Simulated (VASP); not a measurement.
An input for Quantum ESPRESSO's pw.x (written as the equivalent of a VASP run, and not itself run):

```
&CONTROL
  calculation = 'scf'
  pseudo_dir = './pseudo'
  outdir = './out'
  tprnfor = .true.
  tstress = .true.
/
&SYSTEM
  ibrav = 0
  nat = 2
  ntyp = 2
  ecutwfc = 84
  occupations = 'smearing'
  smearing = 'gaussian'
  degauss = 0.003675
  input_dft = 'vdw-df-ob86'
/
&ELECTRONS
  conv_thr = 7.3e-09
  electron_maxstep = 100
/
ATOMIC_SPECIES
  Ga 69.723 Ga.upf
  As 74.922 As.upf
CELL_PARAMETERS angstrom
     0.0000000    2.8536845    2.8536845
     2.8536845    0.0000000    2.8536845
     2.8536845    2.8536845    0.0000000
ATOMIC_POSITIONS crystal
  Ga   0.0000000  0.0000000  0.0000000
  As   0.2500000  0.2500000  0.2500000
K_POINTS automatic
  8 8 8 0 0 0
```

### Question
Translate this input to VASP (INCAR, KPOINTS, POSCAR, choice of POTCAR).

### Answer
One answer among several that fit: 
KPOINTS:
```
Automatic mesh
0
Gamma
8 8 8
0 0 0
```

File POSCAR:
```
GaAs
4.0357190
  0.0000000000   0.7071068318   0.7071068318
  0.7071068318   0.0000000000   0.7071068318
  0.7071068318   0.7071068318   0.0000000000
Ga As
1 1
Cart
  0.0000000000   0.0000000000   0.0000000000
  0.3535534159   0.3535534159   0.3535534159
```

**INCAR**
```
! general
SYSTEM    =  GaAs
PREC      =  Accurate
ENCUT     =  520   ! plane-wave cut-off (eV)
LREAL     =  .FALSE.   ! projection in real space or not
LASPH     =  .TRUE.   ! aspherical one-centre terms

! electronic loop
EDIFF     =  1E-7   ! SCF stop (eV)
NELM      =  100   ! most electronic steps
ALGO      =  Normal
LMAXMIX   =  4   ! l cut-off of mixed one-centre charges

! smearing
ISMEAR    =  0   ! Gaussian
SIGMA     =  0.05   ! width (eV)

! functional
GGA       =  MK
LUSE_VDW  =  .TRUE.
AGGAC     =  0.0
PARAM1    =  0.1234
PARAM2    =  1.0

! ions
ISIF      =  2   ! forces and stress, cell fixed

! output
LWAVE     =  .FALSE.
LCHARG    =  .FALSE.
```

POTCAR, in this order: Ga_d As (PBE.64 set). Program: vasp_std.

Limits of the translation: the potentials are each code's own (VASP's PAW set, PseudoDojo norm-conserving files in pw.x), so ENCUT and ecutwfc are chosen apart and not converted; conv_thr bounds pw.x's estimated SCF error, while EDIFF bounds the energy change between steps.

The compound is GaAs in the zinc blende structure. It was relaxed first.
